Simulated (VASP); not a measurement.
Output of a VASP run:

**OSZICAR**
```
       N       E                     dE             d eps       ncg     rms          rms(c)
DAV:   1    -0.830069014389E+01   -0.83007E+01   -0.64134E+03  4224   0.102E+03
DAV:   2    -0.513287315772E+02   -0.43028E+02   -0.40576E+02  4512   0.186E+02
DAV:   3    -0.527652308413E+02   -0.14365E+01   -0.13916E+01  5052   0.255E+01
DAV:   4    -0.527822823798E+02   -0.17052E-01   -0.17027E-01  4640   0.301E+00
DAV:   5    -0.527824905698E+02   -0.20819E-03   -0.20815E-03  4964   0.355E-01    0.166E+01
DAV:   6    -0.515780744393E+02    0.12044E+01   -0.49744E-01  4560   0.683E+00    0.100E+01
DAV:   7    -0.514279668037E+02    0.15011E+00   -0.47980E-01  4700   0.576E+00    0.125E+00
DAV:   8    -0.517442138608E+02   -0.31625E+00   -0.24767E-01  4368   0.380E+00    0.648E-01
DAV:   9    -0.517075183374E+02    0.36696E-01   -0.84070E-02  4064   0.287E+00    0.474E-01
DAV:  10    -0.517426962854E+02   -0.35178E-01   -0.36793E-02  4032   0.190E+00    0.110E-01
DAV:  11    -0.517512368715E+02   -0.85406E-02   -0.92244E-03  4704   0.837E-01    0.166E-01
DAV:  12    -0.517496732364E+02    0.15636E-02   -0.23733E-03  4136   0.510E-01    0.118E-01
DAV:  13    -0.517511986615E+02   -0.15254E-02   -0.14198E-03  4240   0.384E-01    0.177E-02
DAV:  14    -0.517509369602E+02    0.26170E-03   -0.11503E-03  4320   0.301E-01    0.812E-02
DAV:  15    -0.517512692962E+02   -0.33234E-03   -0.22209E-04  4408   0.119E-01    0.307E-02
DAV:  16    -0.517513405069E+02   -0.71211E-04   -0.87395E-05  4676   0.752E-02    0.632E-03
DAV:  17    -0.517513431245E+02   -0.26175E-05   -0.68282E-06  4720   0.252E-02    0.491E-03
DAV:  18    -0.517513433759E+02   -0.25138E-06   -0.10133E-06  3240   0.115E-02
   1 F= -.51751343E+02 E0= -.51751201E+02  d E =-.517513E+02
```

**OUTCAR**
```
------------------------ aborting loop because EDIFF is reached ----------------------------------------
  FORCE on cell =-STRESS in cart. coord.  units (eV):
  Direction    XX          YY          ZZ          XY          YZ          ZX
  --------------------------------------------------------------------------------------
  Total        0.0039578      0.0039578      0.0201972      0.0000000     -0.0000000     -0.0000000
  in kB        0.1103171      0.1103171      0.5629682      0.0000000     -0.0000000     -0.0000000
  external PRESSURE =       0.2612008 kB  Pullay stress =       0.0000000 kB
  volume of cell :       57.48
      direct lattice vectors                 reciprocal lattice vectors
    -1.677201193  1.677201193  5.108437669     0.000000000  0.298115695  0.097877283
     1.677201193 -1.677201193  5.108437669     0.298115695  0.000000000  0.097877283
     1.677201193  1.677201193 -5.108437669     0.298115695  0.298115695  0.000000000
 POSITION                                       TOTAL-FORCE (eV/Angst)
 -----------------------------------------------------------------------------------
      0.00000      0.00000      0.00000         0.000000      0.000000      0.000000
      0.00000      0.00000      2.98638         0.000000      0.000000     -0.003818
      0.00000      0.00000      7.23050        -0.000000     -0.000000      0.003818
 -----------------------------------------------------------------------------------
    total drift:                               -0.000000      0.000000      0.000000
  FREE ENERGIE OF THE ION-ELECTRON SYSTEM (eV)
  ---------------------------------------------------
  free  energy   TOTEN  =       -51.7513433759 eV

  energy  without entropy=      -51.7509158512  energy(sigma->0) =      -51.75120087

 reached required accuracy - stopping structural energy minimisation
```
(Selected blocks of OUTCAR.)

### POSCAR
```
YbSi2
1
   -1.6772011932     1.6772011932     5.1084376690
    1.6772011932    -1.6772011932     5.1084376690
    1.6772011932     1.6772011932    -5.1084376690
Yb Si
1 2
Direct
  0.0000000000   0.0000000000   0.0000000000
  0.2922984822   0.2922984822   0.0000000000
  0.7077015178   0.7077015178   0.0000000000
```

Reconstruct the remaining input files.

One answer among several that fit: the input of the run itself, r2SCAN meta-GGA, plane waves, VASP's PBE PAW potentials (set 64).

**INCAR**
```
! general
SYSTEM =YbSi2
PREC   =Accurate
ENCUT  =400
LREAL  =.FALSE.
LASPH  =.TRUE.

! electronic loop
EDIFF  =1E-6
NELM   =100
ALGO   =Normal
LMAXMIX=6
LMIXTAU=.TRUE.

! smearing
ISMEAR =1
SIGMA  =0.1

! functional
METAGGA=R2SCAN

! ions
IBRION =2
NSW    =60
ISIF   =3
EDIFFG =-0.02

! output
LWAVE  =.FALSE.
LCHARG =.FALSE.
```

File KPOINTS:
```
Automatic mesh
0
Gamma
12 12 12
0 0 0
```

POTCAR, in this order: Yb_2 Si (PBE.64 set). Program: vasp_std.

The 4f electrons are frozen in the core of the lanthanide potential, so 4f levels, which can set the real gap, and their magnetism are missing.

The structure was generated: YbSi2 was put into the MoSi2 type (I4/mmm), which need not be its known phase. It was relaxed first. The start is the result of an earlier pass.
